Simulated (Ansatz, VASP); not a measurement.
# MoS2 in two plane-wave programs

One calculation is typed for both programs; each brings its own data sets. How far apart do they land? The cell is taken from a series of runs on this material, whose earlier steps may have relaxed, scaled, displaced or heated it; both programs get it as it stands.

Calculated with Ansatz 0.2.0; plane waves, with VASP 6.6.1 beside it; single point at PBE0.

### Step 1. The starting structure

It takes space group P6_3/mmc (No. 194, hexagonal). Conventional cell: a = 3.169 Å, b = 3.169 Å, c = 12.667 Å, α = 90.00°, β = 90.00°, γ = 120.00°. Mo has 6 S at 2.41 Å nearest. Nearest to S lie 3 Mo at 2.41 Å. Farther neighbours and most contacts between anions are not listed.

### Step 2. VASP: single point, PBE0

With cell and atoms fixed, the geometry can't cause a difference; cores, projectors, grids and the points listed under the comparison can.

Lines of VASP's logs that name or quote its potential files are left out, and so is its time.

The run reads the wave functions of an earlier VASP run, which isn't shown here.

Contents of INCAR:

```
SYSTEM = MoS2
PREC = Accurate
ENCUT = 400
EDIFF = 1E-06
NELM = 100
ISMEAR = 0
SIGMA = 0.01
LREAL = .FALSE.
ALGO = Normal
LHFCALC = .TRUE.
AEXX = 0.25
GGA = PE
LASPH = .TRUE.
NBANDS = 32
PRECFOCK = Fast
LORBIT = 11
LWAVE = .FALSE.
LCHARG = .FALSE.
KPAR = 8
ISIF = 2
```

Contents of POSCAR:

```
MoS2
1.0
    3.1685766777      0.0000000000      0.0000000000
   -1.5842883388      2.7440678967      0.0000000000
    0.0000000000      0.0000000000     12.6673495950
Mo S
2 4
Direct
    0.3333333333      0.6666666667      0.2500000000
    0.6666666667      0.3333333333      0.7500000000
    0.3333333333      0.6666666667      0.6265070953
    0.6666666667      0.3333333333      0.1265070953
    0.3333333333      0.6666666667      0.8734929047
    0.6666666667      0.3333333333      0.3734929047
```

Contents of KPOINTS:

```
Automatic mesh
0
Gamma
6 6 2
0 0 0
```

Potentials, in the order of the species: Mo_sv and S (PBE family, release 64).

Started as:

```
$ mpirun -np 8 vasp_std
```

Numbers of over 12 decimals in the logs are rounded to 6 here.

Log:

```text
[banner, memory and clock lines left out]
running    8 mpi-ranks, on    1 nodes
 distrk:  each k-point on    1 cores,    8 groups
 distr:  one band on    1 cores,    1 groups

 POSCAR found type information on POSCAR MoS
 POSCAR found :  2 types and       6 ions
|                                                                             |
|           W    W    AA    RRRRR   N    N  II  N    N   GGGG   !!!           |
|           W    W   A  A   R    R  NN   N  II  NN   N  G    G  !!!           |
|           W    W  A    A  R    R  N N  N  II  N N  N  G       !!!           |
|           W WW W  AAAAAA  RRRRR   N  N N  II  N  N N  G  GGG   !            |
|           WW  WW  A    A  R   R   N   NN  II  N   NN  G    G                |
|           W    W  A    A  R    R  N    N  II  N    N   GGGG   !!!           |
|                                                                             |
|     For optimal performance we recommend to set                             |
|       NCORE = 2 up to number-of-cores-per-socket                            |
|     NCORE specifies how many cores store one orbital (NPAR=cpu/NCORE).      |
|     This setting can greatly improve the performance of VASP for DFT.       |
|     The default, NCORE=1 might be grossly inefficient on modern             |
|     multi-core architectures or massively parallel machines. Do your        |
|     Unfortunately you need to use the default for GW and RPA                |
|     calculations (for HF NCORE is supported but not extensively tested      |
|     yet).                                                                   |
|                                                                             |

 LDA part: xc-table for (Slater+PW92), standard interpolation
 found WAVECAR, reading the header
 POSCAR, INCAR and KPOINTS ok, starting setup
 FFT: planning ... GRIDC
 FFT: planning ... GRID_SOFT
 FFT: planning ... GRID
 reading WAVECAR
 the WAVECAR file was read successfully
 initial charge from wavefunction
 entering main loop
       N       E                     dE             d eps       ncg     rms          rms(c)
DAV:   1    -0.568330139604E+02   -0.56833E+02   -0.13207E+00   928   0.691E+00    0.362E+00
DAV:   2    -0.567933452171E+02    0.39669E-01   -0.16754E-01   904   0.323E+00    0.215E+00
DAV:   3    -0.568011251768E+02   -0.77800E-02   -0.49848E-02   984   0.129E+00    0.103E+00
DAV:   4    -0.567970802421E+02    0.40449E-02   -0.63775E-03   928   0.584E-01    0.453E-01
DAV:   5    -0.567975935208E+02   -0.51328E-03   -0.55370E-03  1000   0.306E-01    0.234E-01
DAV:   6    -0.567974147837E+02    0.17874E-03   -0.70583E-04   944   0.204E-01    0.151E-01
DAV:   7    -0.567974450649E+02   -0.30281E-04   -0.37087E-04  1024   0.102E-01    0.962E-02
DAV:   8    -0.567974387398E+02    0.63251E-05   -0.39493E-05   984   0.523E-02    0.423E-02
DAV:   9    -0.567974394804E+02   -0.74067E-06   -0.31317E-05  1008   0.331E-02    0.176E-02
DAV:  10    -0.567974404129E+02   -0.93249E-06   -0.23246E-06   712   0.113E-02
   1 F= -.56797440E+02 E0= -.56797440E+02  d E =-.134541E-51
```

OUTCAR, selected parts (step 2):

```text
ion  position               nearest neighbor table
   1  0.333  0.667  0.250-   4 2.41   6 2.41   4 2.41   6 2.41   4 2.41   6 2.41
   2  0.667  0.333  0.750-   3 2.41   5 2.41   3 2.41   5 2.41   3 2.41   5 2.41
   3  0.333  0.667  0.627-   2 2.41   2 2.41   2 2.41
   4  0.667  0.333  0.127-   1 2.41   1 2.41   1 2.41
   5  0.333  0.667  0.873-   2 2.41   2 2.41   2 2.41
   6  0.667  0.333  0.373-   1 2.41   1 2.41   1 2.41

  LATTYP: Found a hexagonal cell.
 ALAT       =     3.1685766777
 C/A-ratio  =     3.9978043404

 Subroutine GETGRP returns: Found 24 space group operations
 (whereof 12 operations were pure point group operations)

The static configuration has the point symmetry D_3d.
 The point group associated with its full space group is D_6h.

 Found     14 irreducible k-points:

   k-points           NKPTS =     14   k-points in BZ     NKDIM =     72   number of bands    NBANDS=     32

   dimension x,y,z NGX =    24 NGY =   24 NGZ =   84
   dimension x,y,z NGXF=    48 NGYF=   48 NGZF=  168

   ENCUT  =  400.0 eV  29.40 Ry    5.42 a.u.   5.17  5.17 20.66*2*pi/ulx,y,z

   NELECT =      52.0000    total number of electrons

 k-points in reciprocal lattice and weights: Automatic mesh
   0.00000000  0.00000000  0.00000000       0.014
   0.16666667  0.00000000  0.00000000       0.083
   0.33333333  0.00000000  0.00000000       0.083
   0.50000000  0.00000000  0.00000000       0.042
   0.16666667  0.16666667  0.00000000       0.083
   0.33333333  0.16666667  0.00000000       0.167
   0.33333333  0.33333333  0.00000000       0.028
   0.00000000  0.00000000  0.50000000       0.014
   0.16666667  0.00000000  0.50000000       0.083
[...]
0.33333333  0.16666667  0.50000000       0.167
   0.33333333  0.33333333  0.50000000       0.028

  exchange ACFDT corr.  =         0.00000000  see jH, gK, PRB 81, 115126

 average (electrostatic) potential at core
       1 -69.5605       2 -69.5605       3 -80.8634       4 -80.8635       5 -80.8634
       6 -80.8635

 E-fermi :   6.3951

 k-point     1 :       0.0000    0.0000    0.0000
  band No.  band energies     occupation
    ...
     22       4.0648      2.00000
     23       4.0648      2.00000
     24       4.7125      2.00000
     25       5.1676      2.00000
     26       6.2903      2.00000
     27       9.9634      0.00000
     28       9.9634      0.00000
     29       9.9883      0.00000
     30       9.9883      0.00000
     31      10.1411      0.00000
    ...

 k-point     2 :       0.1667    0.0000    0.0000
  band No.  band energies     occupation
    ...
     22       3.4306      2.00000
     23       4.0769      2.00000
     24       4.8877      2.00000
     25       5.0824      2.00000
     26       5.5334      2.00000
     27       9.2361      0.00000
     28       9.6781      0.00000
     29       9.7201      0.00000
     30       9.8006      0.00000
     31       9.8601      0.00000
    ...

 k-point     3 :       0.3333    0.0000    0.0000
  band No.  band energies     occupation
    ...
     22       3.9733      2.00000
     23       4.0584      2.00000
     24       4.1494      2.00000
     25       4.4273      2.00000
     26       4.6351      2.00000
     27       9.1503      0.00000
     28       9.2658      0.00000
     29       9.3907      0.00000
     30       9.8467      0.00000
     31      10.4203      0.00000
    ...

  Total       -2.3277829     -2.3277829     -2.5947139     -0.0000000      0.0000000     -0.0000000
  in kB      -33.8616583    -33.8616583    -37.7446352     -0.0000000      0.0000000     -0.0000000
  external PRESSURE =     -35.1559839 kB  Pullay stress =       0.0000000 kB

  energy-cutoff  :      400.00
  volume of cell :      110.14
      direct lattice vectors                 reciprocal lattice vectors
     3.168576678  0.000000000  0.000000000     0.315599116  0.182211235  0.000000000
    -1.584288339  2.744067897  0.000000000     0.000000000  0.364422470  0.000000000
     0.000000000  0.000000000 12.667349595     0.000000000  0.000000000  0.078943112

 POSITION                                       TOTAL-FORCE (eV/Angst)
 -----------------------------------------------------------------------------------
     -0.00000      1.82938      3.16684        -0.000000      0.000000      0.000000
      1.58429      0.91469      9.50051         0.000000     -0.000000      0.000000
     -0.00000      1.82938      7.93618        -0.000000     -0.000000      0.534942
      1.58429      0.91469      1.60251         0.000000     -0.000000      0.534942
     -0.00000      1.82938     11.06484        -0.000000      0.000000     -0.534942
      1.58429      0.91469      4.73117        -0.000000      0.000000     -0.534942
 -----------------------------------------------------------------------------------
    total drift:                                0.000000     -0.000004     -0.000008

  FREE ENERGIE OF THE ION-ELECTRON SYSTEM (eV)
  ---------------------------------------------------
  free  energy   TOTEN  =       -56.7974404129 eV

  energy  without entropy=      -56.7974404129  energy(sigma->0) =      -56.79744041

 total charge
# of ion       s       p       d       tot
------------------------------------------
    1        2.291   6.233   3.878  12.402
    2        2.291   6.233   3.878  12.402
    3        1.358   2.348   0.000   3.706
    4        1.358   2.348   0.000   3.706
    5        1.358   2.348   0.000   3.706
    6        1.358   2.348   0.000   3.706
--------------------------------------------------
tot         10.014  21.858   7.756  39.628

[... 3 further parts left out ...]
```

This run has no spin polarisation, so a moment on Mo, if there is one, isn't seen.

(Continued in part 2 of 2.)

[Lines on the potential files, build, host, timing and source positions are cut from VASP's logs without a mark.]

[Logs are printed without paths, hosts, clocks, repeated set-up lines and the standing remarks that a program may print on its own settings, such as how far it seeks lower states.]

[Hosts, paths, dates, database ids (printed as entryN), source tags and the programs' standing remarks are cut or masked in the printed files.]
